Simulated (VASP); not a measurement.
Here is the system:

```xyz
5
Lattice="-2.0094 2.0094 5.2902 2.0094 -2.0094 5.2902 2.0094 2.0094 -5.2902" Properties=species:S:1:pos:R:3 pbc="T T T"
Y      2.0094     2.0094     5.2902
Ga     0.0000     0.0000     6.4892
Ga     0.0000     0.0000     4.0912
Ga     0.0000     2.0094     2.6451
Cu     2.0094     0.0000     2.6451
```

Calculation: PBEsol GGA, VASP's PBE PAW potentials (set 64) (plane waves; VASP). Settings: 400 eV cut-off, 12×12×12 Γ-centred mesh, tetrahedra with Blöchl corrections, potentials Y_sv Ga_d Cu.

Question: Predict the energy per atom (σ→0), band gap (on the k-mesh) with the smallest direct gap where there is one.

Answer: 
```json
{
 "band gap (on the k-mesh)": "none (metal, semimetal or under 0.01 eV)",
 "energy per atom (σ→0)": "-4.749 eV/atom"
}
```

Total energies compare only between runs with the same potentials, cut-off and functional.

The structure comes from a computed database's YGa3Cu entry (I-4m2); how it stands against other phases isn't given here. It was relaxed first. The electron count is odd and the run is not spin-polarised, which forces a metal.
